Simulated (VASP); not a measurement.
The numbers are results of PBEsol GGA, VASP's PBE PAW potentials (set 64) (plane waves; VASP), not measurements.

VASP ran on this input.

INCAR:
```
! general
SYSTEM  = Nb3TiC4
PREC    = Accurate
ENCUT   = 520
LREAL   = .FALSE.
LASPH   = .TRUE.
ICHARG  = 11

! electronic loop
EDIFF   = 1E-7
NELM    = 100
ALGO    = Normal
LMAXMIX = 4

! smearing
ISMEAR  = 0
SIGMA   = 0.05

! functional
GGA     = PS

! output
LWAVE   = .FALSE.
LCHARG  = .FALSE.
LORBIT  = 11
```

### POSCAR
```
Nb3TiC4
1
    4.4154226325    -0.0000000000     0.0000000000
   -0.0000000000     4.4154226325    -0.0000000000
   -0.0000000000    -0.0000000000     4.4154226325
Ti C Nb
1 4 3
Direct
  0.0000000000   0.0000000000   0.0000000000
  0.5000000000   0.5000000000   0.5000000000
  0.0000000000   0.0000000000   0.5000000000
  0.0000000000   0.5000000000   0.0000000000
  0.5000000000   0.0000000000   0.0000000000
  0.5000000000   0.5000000000   0.0000000000
  0.5000000000   0.0000000000   0.5000000000
  0.0000000000   0.5000000000   0.5000000000
```

### KPOINTS
```
k-points along high-symmetry lines
15
Line-mode
Reciprocal
  0.000000   0.000000   0.000000 ! GAMMA
  0.000000   0.500000   0.000000 ! X

  0.000000   0.500000   0.000000 ! X
  0.500000   0.500000   0.000000 ! M

  0.500000   0.500000   0.000000 ! M
  0.000000   0.000000   0.000000 ! GAMMA

  0.000000   0.000000   0.000000 ! GAMMA
  0.500000   0.500000   0.500000 ! R

  0.500000   0.500000   0.500000 ! R
  0.000000   0.500000   0.000000 ! X

  0.500000   0.500000   0.500000 ! R
  0.500000   0.500000   0.000000 ! M
```

POTCAR, in this order: Ti_sv C Nb_sv (PBE.64 set). Program: vasp_std. Read from the step before: CHGCAR.

Output of the run:

### OSZICAR
```
       N       E                     dE             d eps       ncg     rms          rms(c)
DAV:   1     0.880112229845E+03    0.88011E+03   -0.35267E+04  7200   0.184E+03
DAV:   2     0.317404068538E+02   -0.84837E+03   -0.82942E+03  7336   0.689E+02
DAV:   3    -0.744532584283E+02   -0.10619E+03   -0.10196E+03 12056   0.187E+02
DAV:   4    -0.839608565322E+02   -0.95076E+01   -0.91752E+01 10896   0.488E+01
DAV:   5    -0.846137528096E+02   -0.65290E+00   -0.64474E+00 12448   0.130E+01
DAV:   6    -0.846566339466E+02   -0.42881E-01   -0.42237E-01 11680   0.246E+00
DAV:   7    -0.846590638579E+02   -0.24299E-02   -0.24265E-02 12320   0.499E-01
DAV:   8    -0.846592390491E+02   -0.17519E-03   -0.17512E-03 11144   0.116E-01
DAV:   9    -0.846592549426E+02   -0.15893E-04   -0.15891E-04 10968   0.268E-02
DAV:  10    -0.846592560158E+02   -0.10733E-05   -0.10735E-05  8336   0.699E-03
DAV:  11    -0.846592561369E+02   -0.12103E-06   -0.12082E-06  6112   0.224E-03
DAV:  12    -0.846592561484E+02   -0.11545E-07   -0.10594E-07  5736   0.112E-03
   1 F= -.84659256E+02 E0= -.84658286E+02  d E =-.193984E-02
```

**OUTCAR**
```
 val. band max:       11.8488578770   @ k =   0.0000   0.0357   0.0000

 cond. band min:      11.9487145583   @ k =   0.0000   0.2500   0.0000



 k-point     1 :       0.0000    0.0000    0.0000
  band No.  band energies     occupation
      1     -44.9782      2.00000
      2     -43.4530      2.00000
      3     -43.3277      2.00000
      4     -43.3277      2.00000
      5     -21.3996      2.00000
      6     -21.3996      2.00000
      7     -21.3996      2.00000
      8     -19.8770      2.00000
      9     -19.8770      2.00000
     10     -19.8770      2.00000
     11     -19.5071      2.00000
     12     -19.5071      2.00000
     13     -19.5071      2.00000
     14     -19.2903      2.00000
     15     -19.2903      2.00000
     16     -19.2903      2.00000
     17      -1.3358      2.00000
     18      -0.1380      2.00000
     19       0.4181      2.00000
     20       0.4181      2.00000
     21       8.1606      2.00000
     22       8.1606      2.00000
     23       8.1606      2.00000
     24       8.1626      2.00000
     25       8.1626      2.00000
     26       8.1626      2.00000
     27      10.7243      2.00000
     28      10.7243      2.00000
     29      10.7243      2.00000
     30      11.1272      2.00000
     31      11.1272      2.00000
     32      11.1272      2.00000
     33      11.1296      2.00000
     34      11.1296      2.00000
     35      11.1296      2.00000
     36      12.1704      0.00000
     37      12.1704      0.00000
     38      12.1704      0.00000
     39      12.6493      0.00000
     40      12.6493      0.00000

 k-point     2 :       0.0000    0.0357    0.0000
  band No.  band energies     occupation
      1     -44.9782      2.00000
      2     -43.4526      2.00000
      3     -43.3280      2.00000
      4     -43.3277      2.00000
      5     -21.3994      2.00000
      6     -21.3994      2.00000
      7     -21.3994      2.00000
      8     -19.8761      2.00000
      9     -19.8761      2.00000
...
```

The density is held fixed in this step, so its total energy and stress have no physical meaning.

The structure was generated: Nb3TiC4 was put into an ordered model structure (Pm-3m), which need not be its known phase. It was relaxed first. The electron count is odd and the run is not spin-polarised, which forces a metal.
